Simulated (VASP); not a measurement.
```
CELL_PARAMETERS angstrom
      0.00000     2.68077     2.68077
      2.68077     0.00000     2.68077
      2.68077     2.68077     0.00000
ATOMIC_POSITIONS crystal
  Li 0.00000 0.00000 0.00000
  Br 0.50000 0.50000 0.50000
```

Computed with optB88-vdW, VASP's PBE PAW potentials (set 64) (plane waves; VASP 6.6.1). Numerical set-up: 520 eV cut-off, 8×8×8 Γ-centred mesh, Gaussian smearing of 0.050 eV, potentials Li_sv Br.

Task: Estimate the energy per atom (σ→0), pressure, band gap (on the k-mesh) with the smallest direct gap where there is one.

Result: 
| Quantity | Value |
|---|---|
| band gap (on the k-mesh) | 5.38 eV |
| smallest direct gap (on the k-mesh) | 5.38 eV |
| energy per atom (σ→0) | -2.096 eV/atom |
| pressure | 1.94 GPa |

The compound is LiBr in the rock salt structure. This cell is one point of a volume scan, at 0.94 of the reference volume.
